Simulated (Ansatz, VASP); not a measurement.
# In3Sb3H8 (InSb wire along [110], 6 atoms a period, H-terminated): VASP beside Ansatz

One calculation is typed for both programs; each brings its own data sets. How far apart do they land? The cell is taken from a series of runs on this material, whose earlier steps may have relaxed, scaled, displaced or heated it; both programs get it as it stands.

Main program and level: Ansatz 0.2.0; plane waves, with VASP 6.6.1 beside it; PBE, spin-orbit coupling.

## 1. The starting structure

The cell holds 14 atoms: 3 Sb, 8 H and 3 In. Its edges and angles: a = 13.811 Å, b = 14.395 Å, c = 4.827 Å, α = 90.0°, β = 90.0°, γ = 90.0°. Vacuum lies along a and b. The structure's axis is c.

As a file:

```xyz
14
Lattice="13.8110 0.0000 0.0000 0.0000 14.3950 0.0000 0.0000 0.0000 4.8269" Properties=species:S:1:pos:R:3
Sb    5.9428    9.6475    0.0000
Sb    8.9537    7.1975    2.4135
Sb    5.9428    4.7475    0.0000
H     7.3125   10.6798    0.0000
H     4.3171    2.4001    2.4135
H     3.1497    5.2999    2.4135
H     4.3171   11.9949    2.4135
H     3.1497    9.0951    2.4135
H    10.0962    5.9237    2.4135
H    10.0962    8.4713    2.4135
H     7.3125    3.7152    0.0000
In    7.3306    7.1975    0.0000
In    4.4300    4.1302    2.4135
In    4.4300   10.2648    2.4135
```

## 2. VASP: single point, PBE, spin-orbit coupling

A single point takes one fixed geometry, so differences don't come from the geometry; what else differs is listed under the comparison.

Lines of VASP's logs that name or quote its potential files are left out, and so is its time.

Input file INCAR:

```
SYSTEM = In3Sb3H8
PREC = Accurate
ENCUT = 400
EDIFF = 1E-06
NELM = 200
ISMEAR = -1
SIGMA = 0.05
LREAL = .FALSE.
ALGO = Normal
GGA = PE
LNONCOLLINEAR = .TRUE.
MAGMOM = 0 0 0 0 0 0 0 0 0 0 0 0 0 0 0 0 0 0 0 0 0 0 0 0 0 0 0 0 0 0 0 0 0 0 0 0 0 0 0 0 0 0
NBANDS = 90
GGA_COMPAT = .FALSE.
LASPH = .TRUE.
LSORBIT = .TRUE.
LORBIT = 11
LWAVE = .FALSE.
LCHARG = .FALSE.
ISIF = 2
EFERMI = MIDGAP
KPAR = 4
```

Input file POSCAR:

```
In3Sb3H8
1.0
   13.8110000000      0.0000000000      0.0000000000
    0.0000000000     14.3950000000      0.0000000000
    0.0000000000      0.0000000000      4.8269355918
Sb H In
3 8 3
Direct
    0.4302938150      0.6701986200      0.0000000000
    0.6483001740      0.5000000000      0.5000000000
    0.4302938150      0.3298013800      0.0000000000
    0.5294697830      0.7419109810      0.0000000000
    0.3125848370      0.1667342210      0.5000000000
    0.2280553320      0.3681796870      0.5000000000
    0.3125848370      0.8332657790      0.5000000000
    0.2280553320      0.6318203130      0.5000000000
    0.7310239980      0.4115086240      0.5000000000
    0.7310239980      0.5884913760      0.5000000000
    0.5294697830      0.2580890190      0.0000000000
    0.5307827210      0.5000000000      0.0000000000
    0.3207579130      0.2869212180      0.5000000000
    0.3207579130      0.7130787820      0.5000000000
```

Input file KPOINTS:

```
Automatic mesh
0
Gamma
1 1 11
0 0 0
```

PAW data sets: Sb, H and In_d (PBE family, release 64).

Started as:

```
$ mpirun -np 4 vasp_ncl
```

Numbers of over 12 decimals in the logs are rounded to 6 here.

Output:

```text
[banner, memory and clock lines left out]
running    4 mpi-ranks, on    1 nodes
 distrk:  each k-point on    1 cores,    4 groups
 distr:  one band on    1 cores,    1 groups

 POSCAR found type information on POSCAR SbH In
 POSCAR found :  3 types and      14 ions
 LDA part: xc-table for (Slater+PW92), standard interpolation
 POSCAR, INCAR and KPOINTS ok, starting setup
 FFT: planning ... GRIDC
 FFT: planning ... GRID_SOFT
 FFT: planning ... GRID
 WAVECAR not read
 entering main loop
       N       E                     dE             d eps       ncg     rms          rms(c)
DAV:   1     0.389819458093E+03    0.38982E+03   -0.19222E+04  1296   0.824E+02
DAV:   2    -0.634387010698E+01   -0.39616E+03   -0.38793E+03  1308   0.237E+02
DAV:   3    -0.451075798047E+02   -0.38764E+02   -0.38540E+02  1344   0.102E+02
DAV:   4    -0.466542889896E+02   -0.15467E+01   -0.15440E+01  1368   0.249E+01
DAV:   5    -0.467154177640E+02   -0.61129E-01   -0.61117E-01  1568   0.393E+00    0.122E+01
DAV:   6    -0.446309616278E+02    0.20845E+01   -0.11550E+00  1576   0.109E+01    0.689E+00
DAV:   7    -0.440732956809E+02    0.55767E+00   -0.29072E+00  1470   0.769E+00    0.288E+00
DAV:   8    -0.440889074147E+02   -0.15612E-01   -0.41938E-01  1408   0.356E+00    0.139E+00
DAV:   9    -0.440719751725E+02    0.16932E-01   -0.38848E-02  1494   0.159E+00    0.826E-01
DAV:  10    -0.440653188216E+02    0.66564E-02   -0.27456E-02  1488   0.794E-01    0.268E-01
DAV:  11    -0.440644476069E+02    0.87121E-03   -0.38206E-03  1574   0.340E-01    0.165E-01
DAV:  12    -0.440639531530E+02    0.49445E-03   -0.69796E-04  1432   0.118E-01    0.971E-02
DAV:  13    -0.440641527252E+02   -0.19957E-03   -0.64501E-04  1254   0.928E-02    0.636E-02
DAV:  14    -0.440646636315E+02   -0.51091E-03   -0.16689E-04  1496   0.604E-02    0.626E-02
[...]
DAV:  19    -0.440672085765E+02   -0.97603E-04   -0.58587E-06  1192   0.109E-02    0.435E-03
DAV:  20    -0.440673055006E+02   -0.96924E-04   -0.30758E-06  1040   0.699E-03    0.264E-03
DAV:  21    -0.440674020431E+02   -0.96542E-04   -0.53539E-06  1074   0.560E-03    0.236E-03
DAV:  22    -0.440674200363E+02   -0.17993E-04   -0.67506E-07  1096   0.417E-03    0.144E-03
DAV:  23    -0.440674332889E+02   -0.13253E-04   -0.80101E-07   958   0.264E-03    0.641E-04
DAV:  24    -0.440674361175E+02   -0.28286E-05   -0.15717E-07   966   0.154E-03    0.420E-04
DAV:  25    -0.440674376387E+02   -0.15212E-05   -0.77141E-08   822   0.927E-04    0.316E-04
DAV:  26    -0.440674383188E+02   -0.68011E-06   -0.45584E-08   870   0.669E-04
   1 F= -.44067438E+02 E0= -.44067438E+02  d E =-.124570E-07  mag=     0.0000    -0.0000     0.0000
```

From OUTCAR (step 2):

```text
ion  position               nearest neighbor table
   1  0.430  0.670  0.000-   4 1.72  12 2.82  14 2.91  14 2.91
   2  0.648  0.500  0.500-   9 1.71  10 1.71  12 2.91  12 2.91
   3  0.430  0.330  0.000-  11 1.72  12 2.82  13 2.91  13 2.91
   4  0.529  0.742  0.000-   1 1.72
   5  0.313  0.167  0.500-  13 1.73
   6  0.228  0.368  0.500-  13 1.73
   7  0.313  0.833  0.500-  14 1.73
   8  0.228  0.632  0.500-  14 1.73
   9  0.731  0.412  0.500-   2 1.71
  10  0.731  0.588  0.500-   2 1.71
  11  0.529  0.258  0.000-   3 1.72
  12  0.531  0.500  0.000-   1 2.82   3 2.82   2 2.91   2 2.91
  13  0.321  0.287  0.500-   5 1.73   6 1.73   3 2.91   3 2.91
  14  0.321  0.713  0.500-   7 1.73   8 1.73   1 2.91   1 2.91

  LATTYP: Found a simple orthorhombic cell.
 ALAT       =     4.8269355918
 B/A-ratio  =     2.8612356095
 C/A-ratio  =     2.9822233436

 Subroutine GETGRP returns: Found  4 space group operations
 (whereof  4 operations were pure point group operations)

The static configuration has the point symmetry C_2v.

 Found      6 irreducible k-points:

   k-points           NKPTS =      6   k-points in BZ     NKDIM =      6   number of bands    NBANDS=     90

   dimension x,y,z NGX =    90 NGY =   96 NGZ =   32
   dimension x,y,z NGXF=   180 NGYF=  192 NGZF=   64

   ENCUT  =  400.0 eV  29.40 Ry    5.42 a.u.  22.52 23.47  7.87*2*pi/ulx,y,z

   NELECT =      62.0000    total number of electrons

 k-points in reciprocal lattice and weights: Automatic mesh
   0.00000000  0.00000000  0.00000000       0.091
   0.00000000  0.00000000  0.09090909       0.182
   0.00000000  0.00000000  0.18181818       0.182
   0.00000000  0.00000000  0.27272727       0.182
   0.00000000  0.00000000  0.36363636       0.182
   0.00000000  0.00000000  0.45454545       0.182

 average (electrostatic) potential at core
       1 -94.7004       2 -95.4762       3 -94.7004       4 -39.5159       5 -38.0482
       6 -38.0054       7 -38.0482       8 -38.0054       9 -40.1659      10 -40.1659
      11 -39.5159      12-104.0138      13-103.1244      14-103.1244

 E-fermi :  -2.3272

 k-point     1 :       0.0000    0.0000    0.0000
  band No.  band energies     occupation
    ...
     58      -3.8696      1.00000
     59      -3.3191      1.00000
     60      -3.3191      1.00000
     61      -3.1962      1.00000
     62      -3.1962      1.00000
     63      -1.4707      0.00000
     64      -1.4707      0.00000
     65      -0.7034      0.00000
     66      -0.7034      0.00000
     67      -0.6763      0.00000
    ...

 k-point     2 :       0.0000    0.0000    0.0909
  band No.  band energies     occupation
    ...
     58      -3.8653      1.00000
     59      -3.5291      1.00000
     60      -3.4583      1.00000
     61      -3.3301      1.00000
     62      -3.2927      1.00000
     63      -1.2066      0.00000
     64      -1.2032      0.00000
     65      -0.4668      0.00000
     66      -0.4394      0.00000
     67      -0.3685      0.00000
    ...

 k-point     3 :       0.0000    0.0000    0.1818
  band No.  band energies     occupation
    ...
     58      -4.0459      1.00000
     59      -3.7375      1.00000
     60      -3.7081      1.00000
     61      -3.5107      1.00000
     62      -3.5095      1.00000
     63      -0.7507      0.00000
     64      -0.7464      0.00000
     65      -0.1693      0.00000
     66      -0.1185      0.00000
     67       0.0877      0.00000
    ...

  Total       -0.1887864     -0.1826473     -0.5267435      0.0000000      0.0000000      0.0000000
  in kB       -0.3151904     -0.3049407     -0.8794304      0.0000000      0.0000000      0.0000000
  external PRESSURE =      -0.4998539 kB  Pullay stress =       0.0000000 kB

  energy-cutoff  :      400.00
  volume of cell :      959.64
      direct lattice vectors                 reciprocal lattice vectors
    13.811000000  0.000000000  0.000000000     0.072406053  0.000000000  0.000000000
     0.000000000 14.395000000  0.000000000     0.000000000  0.069468565  0.000000000
     0.000000000  0.000000000  4.826935592     0.000000000  0.000000000  0.207170778

 POSITION                                       TOTAL-FORCE (eV/Angst)
 -----------------------------------------------------------------------------------
      5.94279      9.64751      0.00000        -0.090618     -0.057316     -0.000000
      8.95367      7.19750      2.41347        -0.146659      0.000000     -0.000000
      5.94279      4.74749      0.00000        -0.090618      0.057316     -0.000000
      7.31251     10.67981      0.00000         0.083778      0.062127     -0.000000
      4.31711      2.40014      2.41347         0.005832      0.022020     -0.000000
      3.14967      5.29995      2.41347         0.020193     -0.015386     -0.000000
      4.31711     11.99486      2.41347         0.005832     -0.022020     -0.000000
      3.14967      9.09505      2.41347         0.020193      0.015386     -0.000000
     10.09617      5.92367      2.41347         0.070899     -0.078397      0.000000
     10.09617      8.47133      2.41347         0.070899      0.078397      0.000000
      7.31251      3.71519      0.00000         0.083778     -0.062127     -0.000000
      7.33064      7.19750      0.00000         0.009788      0.000000     -0.000000
      4.42999      4.13023      2.41347        -0.021649     -0.007537     -0.000000
      4.42999     10.26477      2.41347        -0.021649      0.007537     -0.000000
 -----------------------------------------------------------------------------------
    total drift:                                0.000071      0.000000     -0.000000

  FREE ENERGIE OF THE ION-ELECTRON SYSTEM (eV)
  ---------------------------------------------------
  free  energy   TOTEN  =       -44.0674383188 eV

  energy  without entropy=      -44.0674383064  energy(sigma->0) =      -44.06743831

 Spin-Orbit-Coupling matrix elements
 Ion:    1  E_soc:     -0.1190668
 Ion:    2  E_soc:     -0.1125207
 Ion:    3  E_soc:     -0.1190668
 Ion:    4  E_soc:      0.0000002
 Ion:    5  E_soc:      0.0000000
 Ion:    6  E_soc:      0.0000000
 Ion:    7  E_soc:      0.0000000
 Ion:    8  E_soc:      0.0000000
 Ion:    9  E_soc:      0.0000002
 Ion:   10  E_soc:      0.0000002
 Ion:   11  E_soc:      0.0000002
 Ion:   12  E_soc:     -0.0742354
 Ion:   13  E_soc:     -0.0758016
 Ion:   14  E_soc:     -0.0758016

 total charge
# of ion       s       p       d       tot
------------------------------------------
    1        1.122   1.340   0.027   2.490
    2        1.116   1.352   0.040   2.509
    3        1.122   1.340   0.027   2.490
    4        0.515   0.010   0.000   0.525
    5        0.509   0.007   0.000   0.517
    6        0.512   0.007   0.000   0.519
    7        0.509   0.007   0.000   0.517
    8        0.512   0.007   0.000   0.519
    9        0.515   0.010   0.000   0.525
   10        0.515   0.010   0.000   0.525
   11        0.515   0.010   0.000   0.525
   12        0.874   0.676   9.857  11.407
   13        0.856   0.797   9.866  11.519
   14        0.856   0.797   9.866  11.519
--------------------------------------------------
tot         10.048   6.373  29.684  46.106

 magnetization (x)
# of ion       s       p       d       tot
------------------------------------------
    1        0.000   0.000   0.000   0.000
    2        0.000   0.000   0.000   0.000
    3        0.000   0.000   0.000   0.000
    4        0.000  -0.000   0.000   0.000
    5        0.000   0.000   0.000   0.000
    6       -0.000   0.000   0.000  -0.000
    7        0.000   0.000   0.000   0.000
    8        0.000  -0.000   0.000   0.000
    9       -0.000   0.000   0.000  -0.000
   10        0.000  -0.000   0.000   0.000
   11       -0.000   0.000   0.000  -0.000
   12        0.000   0.000   0.000   0.000
   13        0.000   0.000  -0.000  -0.000
   14        0.000   0.000   0.000   0.000
--------------------------------------------------
tot          0.000   0.000   0.000   0.000

 magnetization (y)
# of ion       s       p       d       tot
------------------------------------------
    1        0.000  -0.000   0.000   0.000
    2        0.000   0.000   0.000   0.000
    3        0.000  -0.000   0.000   0.000
    4        0.000  -0.000   0.000  -0.000
    5        0.000   0.000   0.000   0.000
    6        0.000   0.000   0.000   0.000
    7        0.000   0.000   0.000   0.000
    8        0.000   0.000   0.000   0.000
    9        0.000  -0.000   0.000  -0.000
   10        0.000  -0.000   0.000  -0.000
   11        0.000  -0.000   0.000  -0.000
   12        0.000   0.000   0.000   0.000
   13       -0.000   0.000   0.000  -0.000
   14       -0.000   0.000   0.000  -0.000
--------------------------------------------------
tot          0.000  -0.000   0.000  -0.000

 magnetization (z)
# of ion       s       p       d       tot
------------------------------------------
    1        0.000   0.000  -0.000   0.000
    2        0.000   0.000   0.000   0.000
    3       -0.000  -0.000   0.000  -0.000
    4        0.000   0.000   0.000   0.000
    5       -0.000  -0.000   0.000  -0.000
    6       -0.000   0.000   0.000  -0.000
    7        0.000   0.000   0.000   0.000
    8        0.000  -0.000   0.000   0.000
    9        0.000  -0.000   0.000   0.000
   10       -0.000   0.000   0.000  -0.000
   11       -0.000  -0.000   0.000  -0.000
   12        0.000   0.000   0.000   0.000
   13        0.000   0.000  -0.000   0.000
   14       -0.000  -0.000   0.000  -0.000
--------------------------------------------------
tot          0.000   0.000   0.000   0.000

[... 3 further parts left out ...]
```

(Continued in part 2 of 2.)

[Lines on the potential files, build, host, timing and source positions are cut from VASP's logs without a mark.]

[Logs are printed without paths, hosts, clocks, repeated set-up lines and the standing remarks that a program may print on its own settings, such as how far it seeks lower states.]

[Hosts, paths, dates, database ids (printed as entryN), source tags and the programs' standing remarks are cut or masked in the printed files.]
